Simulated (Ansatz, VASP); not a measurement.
# Cross-check of Zr2CO2 (Zr2CO2 MXene, 4 layers) between VASP and Ansatz

One calculation is typed for both programs; each brings its own data sets. How far apart do they land? The cell is taken from a series of runs on this material, whose earlier steps may have relaxed, scaled, displaced or heated it; both programs get it as it stands.

Calculated with Ansatz 0.2.0; plane waves, with VASP 6.6.1 beside it; single point at PBE with D3(BJ).

## 1. Set-up

The cell holds 80 atoms: 16 C, 32 Zr and 32 O. Cell: a = 6.752 Å, b = 6.752 Å, c = 40.780 Å, α = 90.0°, β = 90.0°, γ = 120.0°. It derives from Zr2CO2 (Zr2CO2 MXene). As first built, before any earlier steps moved the atoms (in the runner's words): 4 layers of Zr2CO2 MXene (a = 3.31 A), 2 x 2 cells, biaxial strain +2 %, every second layer slid by 0.833 of a1 + 2 a2; facing atoms 2.84, 2.72, 2.82 A apart;. Vacuum lies along c.

## 2. VASP: single point, PBE with D3(BJ)

A single point gives forces, pressure and levels at one fixed geometry, so differences don't come from the geometry; what else differs is listed under the comparison.

Lines of VASP's logs that name or quote its potential files are left out, and so is its time.

INCAR reads:

```
SYSTEM = Zr2CO2
PREC = Accurate
ENCUT = 520
EDIFF = 1E-06
NELM = 120
ISMEAR = 0
SIGMA = 0.01
LREAL = Auto
ALGO = Normal
GGA = PE
IVDW = 12
NBANDS = 376
LASPH = .TRUE.
LORBIT = 11
LWAVE = .FALSE.
LCHARG = .FALSE.
ISIF = 2
GGA_COMPAT = .FALSE.
EFERMI = MIDGAP
KPAR = 4
```

POSCAR reads:

```
Zr2CO2
1.0
    6.7524000000      0.0000000000      0.0000000000
   -3.3762000000      5.8477500000      0.0000000000
    0.0000000000      0.0000000000     40.7800000000
C Zr O
16 32 32
Direct
    0.9587400000      0.9170200000      0.2795700000
    0.9587900000      0.4171300000      0.2795800000
    0.4587000000      0.9170200000      0.2795700000
    0.4587600000      0.4171000000      0.2795600000
    0.4587300000      0.9168800000      0.4266000000
    0.4586100000      0.4169200000      0.4265700000
    0.9586700000      0.9169700000      0.4265800000
    0.9587400000      0.4168400000      0.4265700000
    0.9587100000      0.9170600000      0.5735300000
    0.9586500000      0.4171400000      0.5735200000
    0.4587000000      0.9171600000      0.5735400000
    0.4587900000      0.4170900000      0.5735200000
    0.4587000000      0.9170300000      0.7205300000
    0.4586700000      0.4169500000      0.7205300000
    0.9586500000      0.9169700000      0.7205400000
    0.9586600000      0.4169700000      0.7205300000
    0.1254800000      0.2504700000      0.3134600000
    0.2922000000      0.0837100000      0.2457200000
    0.1254600000      0.7503600000      0.3134200000
    0.2921400000      0.5838500000      0.2457300000
    0.6255300000      0.2505000000      0.3134600000
    0.7921100000      0.0837700000      0.2457200000
    0.6255000000      0.7504100000      0.3134200000
    0.7921700000      0.5837800000      0.2457100000
    0.6253300000      0.2501700000      0.4604500000
    0.7920200000      0.0835700000      0.3927000000
    0.6253600000      0.7503400000      0.4604500000
    0.7919900000      0.5836400000      0.3926600000
    0.1253500000      0.2502800000      0.4604500000
    0.2919400000      0.0836100000      0.3926400000
    0.1253600000      0.7502900000      0.4604400000
    0.2920100000      0.5835300000      0.3927100000
    0.1254500000      0.2503800000      0.6074100000
    0.2921300000      0.0837300000      0.5396600000
    0.1254600000      0.7504700000      0.6074400000
    0.2921200000      0.5838300000      0.5396700000
    0.6254300000      0.2504200000      0.6073900000
    0.7921000000      0.0837400000      0.5396500000
    0.6255100000      0.7504700000      0.6074500000
    0.7921400000      0.5838000000      0.5396800000
    0.6252700000      0.2501800000      0.7543700000
    0.7919500000      0.0835100000      0.6866600000
    0.6253500000      0.7502300000      0.7544000000
    0.7919700000      0.5835600000      0.6866700000
    0.1253700000      0.2503500000      0.7543800000
    0.2920000000      0.0835400000      0.6866700000
    0.1252900000      0.7501100000      0.7543800000
    0.2919500000      0.5835200000      0.6866600000
    0.2920500000      0.0837100000      0.3336600000
    0.1254000000      0.2504600000      0.2241400000
    0.2922100000      0.5837200000      0.3336800000
    0.1254700000      0.7504100000      0.2240600000
    0.7920900000      0.0836100000      0.3336400000
    0.6254400000      0.2503900000      0.2241000000
    0.7920500000      0.5838100000      0.3336700000
    0.6253700000      0.7504800000      0.2241000000
    0.7921300000      0.0835400000      0.4807200000
    0.6254100000      0.2502700000      0.3724700000
    0.7919800000      0.5837200000      0.4806600000
    0.6252800000      0.7501900000      0.3724300000
    0.2919200000      0.0836600000      0.4806700000
    0.1253200000      0.2503300000      0.3724400000
    0.2921100000      0.5835700000      0.4807200000
    0.1253400000      0.7501200000      0.3724700000
    0.2921100000      0.0837900000      0.6276600000
    0.1256200000      0.2505500000      0.5194500000
    0.2920300000      0.5837200000      0.6276200000
    0.1250700000      0.7502300000      0.5194200000
    0.7920800000      0.0838200000      0.6276400000
    0.6254800000      0.2508600000      0.5193900000
    0.7920700000      0.5837200000      0.6276600000
    0.6254400000      0.7500200000      0.5194400000
    0.7920600000      0.0836500000      0.7760000000
    0.6252900000      0.2502000000      0.6664300000
    0.7920900000      0.5837000000      0.7760100000
    0.6254600000      0.7504200000      0.6664400000
    0.2919500000      0.0836000000      0.7759800000
    0.1252300000      0.2500800000      0.6664400000
    0.2919800000      0.5836500000      0.7760200000
    0.1253300000      0.7504300000      0.6664400000
```

KPOINTS reads:

```
Automatic mesh
0
Gamma
3 3 1
0 0 0
```

The projector-augmented-wave data sets are C, Zr_sv and O (PBE family, release 64).

On the command line:

```
$ mpirun -np 8 vasp_std
```

Numbers of over 12 decimals in the logs are rounded to 6 here.

What it wrote:

```text
[banner, memory and clock lines left out]
running    8 mpi-ranks, on    1 nodes
[...]
|                                                                             |
|           W    W    AA    RRRRR   N    N  II  N    N   GGGG   !!!           |
|           W    W   A  A   R    R  NN   N  II  NN   N  G    G  !!!           |
|           W    W  A    A  R    R  N N  N  II  N N  N  G       !!!           |
|           W WW W  AAAAAA  RRRRR   N  N N  II  N  N N  G  GGG   !            |
|           WW  WW  A    A  R   R   N   NN  II  N   NN  G    G                |
|           W    W  A    A  R    R  N    N  II  N    N   GGGG   !!!           |
|                                                                             |
|     For optimal performance we recommend to set                             |
|       NCORE = 2 up to number-of-cores-per-socket                            |
|     NCORE specifies how many cores store one orbital (NPAR=cpu/NCORE).      |
|     This setting can greatly improve the performance of VASP for DFT.       |
|     The default, NCORE=1 might be grossly inefficient on modern             |
|     multi-core architectures or massively parallel machines. Do your        |
|     Unfortunately you need to use the default for GW and RPA                |
|     calculations (for HF NCORE is supported but not extensively tested      |
|     yet).                                                                   |
|                                                                             |

 LDA part: xc-table for (Slater+PW92), standard interpolation
 POSCAR, INCAR and KPOINTS ok, starting setup
[...]
entering main loop
       N       E                     dE             d eps       ncg     rms          rms(c)
DAV:   1     0.750552485587E+04    0.75055E+04   -0.33923E+05  3856   0.163E+03
DAV:   2    -0.288374553486E+02   -0.75344E+04   -0.72958E+04  4440   0.488E+02
DAV:   3    -0.826396695193E+03   -0.79756E+03   -0.78923E+03  4832   0.144E+02
DAV:   4    -0.905682247959E+03   -0.79286E+02   -0.79199E+02  6512   0.380E+01
[...]
DAV:  27    -0.758111817636E+03   -0.34523E-05   -0.54691E-08  2448   0.306E-04    0.145E-04
DAV:  28    -0.758111819030E+03   -0.13950E-05   -0.16167E-08  2360   0.219E-04    0.669E-05
DAV:  29    -0.758111819450E+03   -0.41931E-06    0.15100E-08  2336   0.138E-04
   1 F= -.78104175E+03 E0= -.78104175E+03  d E =0.000000E+00
```

From OUTCAR (step 2):

```text
  FREE ENERGIE OF THE ION-ELECTRON SYSTEM (eV)
  ---------------------------------------------------
  free  energy   TOTEN  =      -781.0417533750 eV

  energy  without entropy=     -781.0417533750  energy(sigma->0) =     -781.04175337
```

## 3. Ansatz: single point, PBE with D3(BJ)

Ansatz runs on its default PAW (the set named soft_2) files.

The same cell, functional and mesh now go to Ansatz, which takes its cutoff from its data sets.

input.yaml reads:

```yaml
crystal:
  lattice:
    - [6.7524, 0.0, 0.0]
    - [-3.3762, 5.84775, 0.0]
    - [0.0, 0.0, 40.78]
  atoms:
    - { symbol: C, position: [0.95874, 0.91702, 0.27957] }
    - { symbol: Zr, position: [0.12548, 0.25047, 0.31346] }
    - { symbol: Zr, position: [0.2922, 0.08371, 0.24572] }
    - { symbol: O, position: [0.29205, 0.08371, 0.33366] }
    - { symbol: O, position: [0.1254, 0.25046, 0.22414] }
    - { symbol: C, position: [0.95879, 0.41713, 0.27958] }
    - { symbol: Zr, position: [0.12546, 0.75036, 0.31342] }
    - { symbol: Zr, position: [0.29214, 0.58385, 0.24573] }
    - { symbol: O, position: [0.29221, 0.58372, 0.33368] }
    - { symbol: O, position: [0.12547, 0.75041, 0.22406] }
    - { symbol: C, position: [0.4587, 0.91702, 0.27957] }
    - { symbol: Zr, position: [0.62553, 0.2505, 0.31346] }
    - { symbol: Zr, position: [0.79211, 0.08377, 0.24572] }
    - { symbol: O, position: [0.79209, 0.08361, 0.33364] }
    - { symbol: O, position: [0.62544, 0.25039, 0.2241] }
    - { symbol: C, position: [0.45876, 0.4171, 0.27956] }
    - { symbol: Zr, position: [0.6255, 0.75041, 0.31342] }
    - { symbol: Zr, position: [0.79217, 0.58378, 0.24571] }
    - { symbol: O, position: [0.79205, 0.58381, 0.33367] }
    - { symbol: O, position: [0.62537, 0.75048, 0.2241] }
    - { symbol: C, position: [0.45873, 0.91688, 0.4266] }
    - { symbol: Zr, position: [0.62533, 0.25017, 0.46045] }
    - { symbol: Zr, position: [0.79202, 0.08357, 0.3927] }
    - { symbol: O, position: [0.79213, 0.08354, 0.48072] }
    - { symbol: O, position: [0.62541, 0.25027, 0.37247] }
    - { symbol: C, position: [0.45861, 0.41692, 0.42657] }
    - { symbol: Zr, position: [0.62536, 0.75034, 0.46045] }
    - { symbol: Zr, position: [0.79199, 0.58364, 0.39266] }
    - { symbol: O, position: [0.79198, 0.58372, 0.48066] }
    - { symbol: O, position: [0.62528, 0.75019, 0.37243] }
    - { symbol: C, position: [0.95867, 0.91697, 0.42658] }
    - { symbol: Zr, position: [0.12535, 0.25028, 0.46045] }
    - { symbol: Zr, position: [0.29194, 0.08361, 0.39264] }
    - { symbol: O, position: [0.29192, 0.08366, 0.48067] }
    - { symbol: O, position: [0.12532, 0.25033, 0.37244] }
    - { symbol: C, position: [0.95874, 0.41684, 0.42657] }
    - { symbol: Zr, position: [0.12536, 0.75029, 0.46044] }
    - { symbol: Zr, position: [0.29201, 0.58353, 0.39271] }
    - { symbol: O, position: [0.29211, 0.58357, 0.48072] }
    - { symbol: O, position: [0.12534, 0.75012, 0.37247] }
    - { symbol: C, position: [0.95871, 0.91706, 0.57353] }
    - { symbol: Zr, position: [0.12545, 0.25038, 0.60741] }
    - { symbol: Zr, position: [0.29213, 0.08373, 0.53966] }
    - { symbol: O, position: [0.29211, 0.08379, 0.62766] }
    - { symbol: O, position: [0.12562, 0.25055, 0.51945] }
    - { symbol: C, position: [0.95865, 0.41714, 0.57352] }
    - { symbol: Zr, position: [0.12546, 0.75047, 0.60744] }
    - { symbol: Zr, position: [0.29212, 0.58383, 0.53967] }
    - { symbol: O, position: [0.29203, 0.58372, 0.62762] }
    - { symbol: O, position: [0.12507, 0.75023, 0.51942] }
    - { symbol: C, position: [0.4587, 0.91716, 0.57354] }
    - { symbol: Zr, position: [0.62543, 0.25042, 0.60739] }
    - { symbol: Zr, position: [0.7921, 0.08374, 0.53965] }
    - { symbol: O, position: [0.79208, 0.08382, 0.62764] }
    - { symbol: O, position: [0.62548, 0.25086, 0.51939] }
    - { symbol: C, position: [0.45879, 0.41709, 0.57352] }
    - { symbol: Zr, position: [0.62551, 0.75047, 0.60745] }
    - { symbol: Zr, position: [0.79214, 0.5838, 0.53968] }
    - { symbol: O, position: [0.79207, 0.58372, 0.62766] }
    - { symbol: O, position: [0.62544, 0.75002, 0.51944] }
    - { symbol: C, position: [0.4587, 0.91703, 0.72053] }
    - { symbol: Zr, position: [0.62527, 0.25018, 0.75437] }
    - { symbol: Zr, position: [0.79195, 0.08351, 0.68666] }
    - { symbol: O, position: [0.79206, 0.08365, 0.776] }
    - { symbol: O, position: [0.62529, 0.2502, 0.66643] }
    - { symbol: C, position: [0.45867, 0.41695, 0.72053] }
    - { symbol: Zr, position: [0.62535, 0.75023, 0.7544] }
    - { symbol: Zr, position: [0.79197, 0.58356, 0.68667] }
    - { symbol: O, position: [0.79209, 0.5837, 0.77601] }
    - { symbol: O, position: [0.62546, 0.75042, 0.66644] }
    - { symbol: C, position: [0.95865, 0.91697, 0.72054] }
    - { symbol: Zr, position: [0.12537, 0.25035, 0.75438] }
    - { symbol: Zr, position: [0.292, 0.08354, 0.68667] }
    - { symbol: O, position: [0.29195, 0.0836, 0.77598] }
    - { symbol: O, position: [0.12523, 0.25008, 0.66644] }
    - { symbol: C, position: [0.95866, 0.41697, 0.72053] }
    - { symbol: Zr, position: [0.12529, 0.75011, 0.75438] }
    - { symbol: Zr, position: [0.29195, 0.58352, 0.68666] }
    - { symbol: O, position: [0.29198, 0.58365, 0.77602] }
    - { symbol: O, position: [0.12533, 0.75043, 0.66644] }
kpoints:
  mp_grid: { grid: [3, 3, 1] }
hamiltonian:
  xc: pbe
  dispersion: d3bj
scf:
  occupations: { method: fixed }
output:
  forces: true
  populations: intrinsic
  dos:
    method: { smearing: { sigma: 0.08 } }
    de: 0.1
    projected:
      site_lists:
        C: [C]
        O: [O]
        Zr: [Zr]
        layer_1: [0, 1, 2, 3, 4, 5, 6, 7, 8, 9, 10, 11, 12, 13, 14, 15, 16, 17, 18, 19]
        layer_2: [20, 21, 22, 23, 24, 25, 26, 27, 28, 29, 30, 31, 32, 33, 34, 35, 36, 37, 38, 39]
        layer_3: [40, 41, 42, 43, 44, 45, 46, 47, 48, 49, 50, 51, 52, 53, 54, 55, 56, 57, 58, 59]
        layer_4: [60, 61, 62, 63, 64, 65, 66, 67, 68, 69, 70, 71, 72, 73, 74, 75, 76, 77, 78, 79]
  eigenvalues: true
  write_density: true
  write_potential: true
  volumetric_format: npy
```

On the command line:

```
$ ansatz run input.yaml --threads 4 --pin off --max-ram 15872MiB --backend cpu --events-out ev --progress --plain --runs-dir out
```

What it wrote:

```text
Engine: ansatz 0.2.0, aarch64-unknown-linux-gnu
Pseudopotentials: kind: paw
Pseudopotential: C, paw, valence charge 4, recommended cutoff 420 eV (normal), C.paw.azcp
Pseudopotential: Zr, paw, valence charge 12, recommended cutoff 420 eV (normal), Zr.paw.azcp
Pseudopotential: O, paw, valence charge 6, recommended cutoff 420 eV (normal), O.paw.azcp
Functional definition: PBE
  parameter kappa = 0.804
  parameter beta = 0.066725
  exchange = pbe_x(kappa = kappa, mu = beta*pi^2/3)
  correlation = pbe_c(beta = beta)
Crystal: 80 atoms, lattice volume = 1610.253 Å³
Basis set: ecut = 420 eV, 31517 PW (Γ), exchange–correlation on 96×96×576 points (8 copies of the dense FFT grid, shifted against one another)
Bands: 400, of which v1, the nominal top of the filled ones, is band 320 counted from 1 (319 counted from 0)
Symmetry: 1 space group operations
Space group: P1 (ITA 1), of the structure as read, at distance tolerance 1.2e-4 Å
k-points: 5 of 9 (time reversal used)
Non-local potential: C, projectors of the file, l = 0: 2, l = 1: 2, l = 2: 1
Non-local potential: Zr, projectors of the file, l = 0: 3, l = 1: 2, l = 2: 2, l = 3: 2
Non-local potential: O, projectors of the file, l = 0: 2, l = 1: 2, l = 2: 1
PAW form: soft (Blöchl's): semilocal exchange-correlation on the pseudo side does not see the compensation charge
PAW one-centre angular grid: C, 110 points (default); XC on 64 Gauss nodes
PAW one-centre angular grid: Zr, 590 points (default); XC on 64 Gauss nodes
PAW one-centre angular grid: O, 110 points (default); XC on 64 Gauss nodes
Initial density: superposition of atomic densities (neutral atoms: chi_scale 0, normalization atom), corrected by the library's trained network
Initial wavefunctions: pseudopotential atomic-orbital guess
Functional: x = pbe(κ = 0.804, μ = 0.219515), c = pbe(β = 0.066725)
SCF iter   1: F=—  HF=-156177.718110 eV  |F-HF|=—  |Δ(HF+E_count)|=         —  Δρ=4.78e-3  dr2=7.44e-1  ethr=1.77e-3  ⟨swp⟩=4.0  Hψ=6763  notcnv=0  defer=370
preconditioner: auto → Resta (q_TF=auto, 2.339 Å⁻¹)  ε∞=2.8  [insulator: Δε(μ)=0.778 eV  Ē_g=16.520 eV  n_scr=384 (ndim 8)  ℏωp=22.2 eV  f_vac=0.393  ε∞_Penn≈2.8  vacuum switching on, ρ_ref=2.0e-2 e/Å³]
SCF iter   2: F=—  HF=-156177.679202 eV  |F-HF|=—  |Δ(HF+E_count)|=   3.89e-2  Δρ=2.78e-3  dr2=3.82e-1  ethr=1.16e-4  ⟨swp⟩=2.8  Hψ=3136  notcnv=0  defer=386
SCF iter   3: F=—  HF=-156177.645154 eV  |F-HF|=—  |Δ(HF+E_count)|=   3.40e-2  Δρ=1.40e-3  dr2=4.64e-2  ethr=5.97e-5  ⟨swp⟩=3.8  Hψ=2243  notcnv=0  defer=388
SCF iter   4: F=—  HF=-156177.644516 eV  |F-HF|=—  |Δ(HF+E_count)|=   6.38e-4  Δρ=7.23e-4  dr2=1.20e-2  ethr=7.25e-6  ⟨swp⟩=2.8  Hψ=3114  notcnv=0  defer=388
SCF iter   5: F=—  HF=-156177.645216 eV  |F-HF|=—  |Δ(HF+E_count)|=   7.00e-4  Δρ=1.86e-4  dr2=5.58e-4  ethr=1.87e-6  ⟨swp⟩=2.8  Hψ=2497  notcnv=0  defer=390
SCF iter   6: F=—  HF=-156177.645215 eV  |F-HF|=—  |Δ(HF+E_count)|=   1.03e-6  Δρ=8.02e-5  dr2=1.24e-4  ethr=8.72e-8  ⟨swp⟩=3.6  Hψ=3883  notcnv=0  defer=372
SCF iter   7: F=—  HF=-156177.645226 eV  |F-HF|=—  |Δ(HF+E_count)|=   1.10e-5  Δρ=4.45e-5  dr2=4.59e-5  ethr=1.93e-8  ⟨swp⟩=2.0  Hψ=2484  notcnv=0  defer=369
SCF iter   8: F=—  HF=-156177.645531 eV  |F-HF|=—  |Δ(HF+E_count)|=   3.05e-4  Δρ=1.80e-5  dr2=2.86e-6  ethr=7.18e-9  ⟨swp⟩=2.0  Hψ=3209  notcnv=0  defer=369
SCF iter   9: F=—  HF=-156177.645533 eV  |F-HF|=—  |Δ(HF+E_count)|=   2.13e-6  Δρ=6.89e-6  dr2=6.04e-7  ethr=4.47e-10  ⟨swp⟩=3.8  Hψ=3770  notcnv=0  defer=369
SCF iter  10: F=—  HF=-156177.645533 eV  |F-HF|=—  |Δ(HF+E_count)|=   2.35e-7  Δρ=3.33e-6  dr2=1.66e-7  ethr=9.44e-11  ⟨swp⟩=2.0  Hψ=2594  notcnv=0  defer=369
SCF iter  11: F=-156177.645533 eV  HF=-156177.645533 eV  |F-HF|=6.49e-9  |Δ(HF+E_count)|=   7.80e-9  Δρ=9.28e-7  dr2=8.27e-9  ethr=1.56e-11  ⟨swp⟩=21.0  Hψ=18900  notcnv=0
SCF 1 converged in 11 iterations: F = -156177.645533 eV  dr2 = 8.27e-9
  greatest PAW one-centre occupation: 0.995 electrons in one spin orbital (limit 2), on the Zr atom at site 57 (counted from 0), in its partial waves of l = 0
[...]
k-point 4: bands = [... 316 lower, 5.4221, 5.5058, 5.5218, 5.6048, 7.1691, 7.3387, 7.5909, 7.6410, ... 76 higher]
--- intrinsic populations: 80 sites ---
  site symbol       q [e]
     0      C      4.9661
     1     Zr     10.8575
     2     Zr     10.8185
     3      O      6.6651
     4      O      6.6920
     5      C      4.9660
     6     Zr     10.8583
     7     Zr     10.8188
     8      O      6.6650
     9      O      6.6923
    10      C      4.9660
    11     Zr     10.8575
    12     Zr     10.8184
    13      O      6.6648
    14      O      6.6920
    15      C      4.9661
    16     Zr     10.8581
    17     Zr     10.8185
    18      O      6.6648
    19      O      6.6921
    20      C      4.9618
    21     Zr     10.8552
    22     Zr     10.8559
    23      O      6.6638
[...]
72     Zr     10.8579
    73      O      6.6921
    74      O      6.6650
    75      C      4.9661
    76     Zr     10.8186
    77     Zr     10.8578
    78      O      6.6921
    79      O      6.6649
  spilling = 0.000000 (of n_electrons = 640.000000)
```

## 4. Comparison

Known differences besides the potentials themselves: fixed occupations in Ansatz, narrow Gaussian smearing in VASP; the cutoff is 420 eV in Ansatz and 520 eV in VASP (PREC = Accurate, projectors in real space). Total energies have different zeros and are not compared.

The two programs side by side:

| quantity | Ansatz | VASP | difference |
| --- | --- | --- | --- |
| gap on the k mesh (eV) | 0.754 | 0.750 | +0.004 |

At this near-relaxed geometry the largest component of a force difference is 27 meV/Å. A gap on the mesh is an upper bound, since the band edges may lie between its points. With vacuum in the cell, a pressure given here is an average over mostly empty space and none of the material.

## 5. Results

```yaml
difference_in_gap_on_the_k_mesh_single_point_pbe_with_d3_bj: 0.0039 eV
r_m_s_force_difference_single_point_pbe_with_d3_bj: 9.3 meV/Å
```

In words: The r.m.s. force difference is 9.3 meV/Å (single point, PBE with D3(BJ)), within the 12 meV/Å picked in this series as the mark of a large difference. Such differences can come from data sets, numerical settings and the points named under the comparisons, not from the functional's error against experiment.

[Lines on the potential files, build, host, timing and source positions are cut from VASP's logs without a mark.]

[Logs are printed without paths, hosts, clocks, repeated set-up lines and the standing remarks that a program may print on its own settings, such as how far it seeks lower states.]

[Hosts, paths, dates, database ids (printed as entryN), source tags and the programs' standing remarks are cut or masked in the printed files.]
